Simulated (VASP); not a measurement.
A convergence study with VASP on EuS (rock salt): one setting is varied, all else stays as given below, so the limit is that of these other settings. Each run relaxes cell and ions from the cell shown. The basis is that of the starting cell, so low cut-offs carry a Pulay error.

```xyz
2
Lattice="0.0000 2.9850 2.9850 2.9850 0.0000 2.9850 2.9850 2.9850 0.0000" Properties=species:S:1:pos:R:3 pbc="T T T"
Eu     0.0000     0.0000     0.0000
S      2.9850     2.9850     2.9850
```

These are PBE GGA, VASP's PBE PAW potentials (set 64) (plane waves; VASP) values and carry that method's errors. The tightest run used: 700 eV cut-off, 7×7×7 Γ-centred mesh, Gaussian smearing of 0.050 eV, potentials Eu_2 S.

The 4f electrons are frozen in the core of the lanthanide potential, so 4f levels, which can set the real gap, and their magnetism are missing. Gaps are read on the run's mesh, which can miss a band edge.

Q: The settings run are ENCUT = 150; ENCUT = 200; ENCUT = 250; ENCUT = 300; ENCUT = 350; ENCUT = 400; ENCUT = 450; ENCUT = 500; ENCUT = 550; ENCUT = 600; ENCUT = 650; ENCUT = 700. From which on does the relaxed volume stay within 0.02 Å³/atom of the tightest run?

A: From ENCUT = 350 on: it is off by 0.000 there and by no more than 0.02 in any finer run, while ENCUT = 300 is off by 0.031.
```json
[
 {"setting": "ENCUT = 150", "relaxed volume (Å³/atom)": "23.015", "E (eV/atom)": "-5.4371", "gap on the mesh (eV)": "1.782", "plane waves": "231", "difference judged (Å³/atom)": "2.353"},
 {"setting": "ENCUT = 200", "relaxed volume (Å³/atom)": "24.503", "E (eV/atom)": "-5.3297", "gap on the mesh (eV)": "1.993", "plane waves": "348", "difference judged (Å³/atom)": "0.865"},
 {"setting": "ENCUT = 250", "relaxed volume (Å³/atom)": "25.145", "E (eV/atom)": "-5.3218", "gap on the mesh (eV)": "2.065", "plane waves": "531", "difference judged (Å³/atom)": "0.223"},
 {"setting": "ENCUT = 300", "relaxed volume (Å³/atom)": "25.337", "E (eV/atom)": "-5.3189", "gap on the mesh (eV)": "2.079", "plane waves": "637", "difference judged (Å³/atom)": "0.031"},
 {"setting": "ENCUT = 350", "relaxed volume (Å³/atom)": "25.368", "E (eV/atom)": "-5.3187", "gap on the mesh (eV)": "2.082", "plane waves": "801", "difference judged (Å³/atom)": "0.000"},
 {"setting": "ENCUT = 400", "relaxed volume (Å³/atom)": "25.361", "E (eV/atom)": "-5.3188", "gap on the mesh (eV)": "2.081", "plane waves": "979", "difference judged (Å³/atom)": "0.007"},
 {"setting": "ENCUT = 450", "relaxed volume (Å³/atom)": "25.357", "E (eV/atom)": "-5.3189", "gap on the mesh (eV)": "2.080", "plane waves": "1173", "difference judged (Å³/atom)": "0.011"},
 {"setting": "ENCUT = 500", "relaxed volume (Å³/atom)": "25.362", "E (eV/atom)": "-5.3190", "gap on the mesh (eV)": "2.081", "plane waves": "1363", "difference judged (Å³/atom)": "0.006"},
 {"setting": "ENCUT = 550", "relaxed volume (Å³/atom)": "25.365", "E (eV/atom)": "-5.3190", "gap on the mesh (eV)": "2.082", "plane waves": "1580", "difference judged (Å³/atom)": "0.003"},
 {"setting": "ENCUT = 600", "relaxed volume (Å³/atom)": "25.369", "E (eV/atom)": "-5.3190", "gap on the mesh (eV)": "2.082", "plane waves": "1807", "difference judged (Å³/atom)": "0.001"},
 {"setting": "ENCUT = 650", "relaxed volume (Å³/atom)": "25.369", "E (eV/atom)": "-5.3190", "gap on the mesh (eV)": "2.082", "plane waves": "2015", "difference judged (Å³/atom)": "0.001"},
 {"setting": "ENCUT = 700", "relaxed volume (Å³/atom)": "25.368", "E (eV/atom)": "-5.3190", "gap on the mesh (eV)": "2.082", "plane waves": "2247", "difference judged (Å³/atom)": "0.000"}
]
```

Left out are rungs that failed or repeat a setting and relaxations that didn't move; long series are thinned to 24 rows.

The compound is EuS in the rock salt structure.
